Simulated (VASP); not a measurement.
A convergence study with VASP on GaSb (zinc blende): a few settings are varied, all else stays as given below, so the limit is that of these other settings.

```
CELL_PARAMETERS angstrom
      0.00000     3.05000     3.05000
      3.05000     0.00000     3.05000
      3.05000     3.05000     0.00000
ATOMIC_POSITIONS crystal
  Ga 0.00000 0.00000 0.00000
  Sb 0.25000 0.25000 0.25000
```

All values below come from PBE GGA, VASP's PBE PAW potentials (set 64) (plane waves; VASP). The last row used: 550 eV cut-off, 14×14×14 Γ-centred mesh, second-order Methfessel-Paxton smearing of 0.40 eV, potentials Ga_d Sb.

```json
[
 {"setting": "ISMEAR = -1, SIGMA = 0.01, 4×4×4 mesh", "E (eV/atom)": "-3.5730", "pressure (GPa)": "3.10", "irreducible k-points": "8"},
 {"setting": "ISMEAR = -1, SIGMA = 0.1, 4×4×4 mesh", "E (eV/atom)": "-3.5734", "pressure (GPa)": "3.47", "irreducible k-points": "8"},
 {"setting": "ISMEAR = 0, SIGMA = 0.01, 4×4×4 mesh", "E (eV/atom)": "-3.5731", "pressure (GPa)": "3.09", "irreducible k-points": "8"},
 {"setting": "ISMEAR = 0, SIGMA = 0.2, 4×4×4 mesh", "E (eV/atom)": "-3.5734", "pressure (GPa)": "3.46", "irreducible k-points": "8"},
 {"setting": "ISMEAR = 1, SIGMA = 0.05, 4×4×4 mesh", "E (eV/atom)": "-3.5730", "pressure (GPa)": "3.07", "irreducible k-points": "8"},
 {"setting": "ISMEAR = 1, SIGMA = 0.2, 4×4×4 mesh", "E (eV/atom)": "-3.5732", "pressure (GPa)": "3.40", "irreducible k-points": "8"},
 {"setting": "ISMEAR = 2, SIGMA = 0.05, 4×4×4 mesh", "E (eV/atom)": "-3.5730", "pressure (GPa)": "___", "irreducible k-points": "8"},
 {"setting": "ISMEAR = 2, SIGMA = 0.2, 4×4×4 mesh", "E (eV/atom)": "-3.5730", "pressure (GPa)": "___", "irreducible k-points": "8"},
 {"setting": "ISMEAR = -1, SIGMA = 0.01, 8×8×8 mesh", "E (eV/atom)": "-3.6688", "pressure (GPa)": "2.87", "irreducible k-points": "29"},
 {"setting": "ISMEAR = -1, SIGMA = 0.2, 8×8×8 mesh", "E (eV/atom)": "-3.6669", "pressure (GPa)": "3.00", "irreducible k-points": "29"},
 {"setting": "ISMEAR = 0, SIGMA = 0.01, 8×8×8 mesh", "E (eV/atom)": "-3.6688", "pressure (GPa)": "2.87", "irreducible k-points": "29"},
 {"setting": "ISMEAR = 0, SIGMA = 0.4, 8×8×8 mesh", "E (eV/atom)": "-3.6681", "pressure (GPa)": "2.97", "irreducible k-points": "29"},
 {"setting": "ISMEAR = 1, SIGMA = 0.05, 8×8×8 mesh", "E (eV/atom)": "-3.6688", "pressure (GPa)": "2.87", "irreducible k-points": "29"},
 {"setting": "ISMEAR = 1, SIGMA = 0.4, 8×8×8 mesh", "E (eV/atom)": "-3.6687", "pressure (GPa)": "2.90", "irreducible k-points": "29"},
 {"setting": "ISMEAR = 2, SIGMA = 0.05, 8×8×8 mesh", "E (eV/atom)": "-3.6688", "pressure (GPa)": "2.87", "irreducible k-points": "29"},
 {"setting": "ISMEAR = 2, SIGMA = 0.4, 8×8×8 mesh", "E (eV/atom)": "-3.6687", "pressure (GPa)": "2.89", "irreducible k-points": "29"},
 {"setting": "ISMEAR = -1, SIGMA = 0.05, 14×14×14 mesh", "E (eV/atom)": "-3.6724", "pressure (GPa)": "2.91", "irreducible k-points": "104"},
 {"setting": "ISMEAR = -1, SIGMA = 0.2, 14×14×14 mesh", "E (eV/atom)": "-3.6704", "pressure (GPa)": "2.97", "irreducible k-points": "104"},
 {"setting": "ISMEAR = 0, SIGMA = 0.1, 14×14×14 mesh", "E (eV/atom)": "-3.6724", "pressure (GPa)": "2.91", "irreducible k-points": "104"},
 {"setting": "ISMEAR = 0, SIGMA = 0.4, 14×14×14 mesh", "E (eV/atom)": "-3.6719", "pressure (GPa)": "2.94", "irreducible k-points": "104"},
 {"setting": "ISMEAR = 1, SIGMA = 0.1, 14×14×14 mesh", "E (eV/atom)": "-3.6724", "pressure (GPa)": "2.90", "irreducible k-points": "104"},
 {"setting": "ISMEAR = 1, SIGMA = 0.4, 14×14×14 mesh", "E (eV/atom)": "-3.6725", "pressure (GPa)": "2.90", "irreducible k-points": "104"},
 {"setting": "ISMEAR = 2, SIGMA = 0.1, 14×14×14 mesh", "E (eV/atom)": "-3.6724", "pressure (GPa)": "2.90", "irreducible k-points": "104"},
 {"setting": "ISMEAR = 2, SIGMA = 0.4, 14×14×14 mesh", "E (eV/atom)": "-3.6723", "pressure (GPa)": "2.91", "irreducible k-points": "104"}
]
```

### Question
Some entries are withheld; supply them.

### Answer

- ISMEAR = 2, SIGMA = 0.05, 4×4×4 mesh, pressure (GPa): 3.06
- ISMEAR = 2, SIGMA = 0.2, 4×4×4 mesh, pressure (GPa): 3.35

Left out are rungs that failed or repeat a setting and relaxations that didn't move; long series are thinned to 24 rows.

The compound is GaSb in the zinc blende structure. The cell was not relaxed at this level.
